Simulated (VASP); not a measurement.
These are PBE GGA, VASP's PBE PAW potentials (set 64) (plane waves; VASP) values and carry that method's errors.

The input files of a VASP run:

POSCAR:
```
Se
5.0206220
  0.9048002419   0.0000000000   0.0000000000
 -0.4524001209   0.7835802018   0.0000000000
  0.0000000000   0.0000000000   1.0000000000
Se
3
Cart
  0.1971469247   0.0000000000   0.3333330000
 -0.0985734624   0.1707342902   0.6666670000
  0.3538266586   0.6128459116   0.0000000000
```

KPOINTS:
```
Automatic mesh
0
Gamma
6 6 5
0 0 0
```

**INCAR**
```
ALGO = Normal
EDIFF = 1E-6
ENCUT = 300
GGA = PE
ISIF = 2
ISMEAR = 0
LASPH = .TRUE.
LCHARG = .FALSE.
LMAXMIX = 4
LREAL = .FALSE.
LWAVE = .FALSE.
NELM = 100
PREC = Accurate
SIGMA = 0.01
SYSTEM = Se
```

POTCAR, in this order: Se (PBE.64 set). Program: vasp_std.

Question: What will the output report for the number of irreducible k-points (NKPTS), largest plane-wave count, number of space-group operations, FFT grid (NGX, NGY, NGZ)?

Answer: 
- number of irreducible k-points (NKPTS) = 27
- largest plane-wave count = 1071
- number of space-group operations = 6
- FFT grid (NGX, NGY, NGZ) = 28 × 28 × 28

The structure comes from a computed database's Se entry; how it stands against other phases isn't given here. The cell was not relaxed at this level.
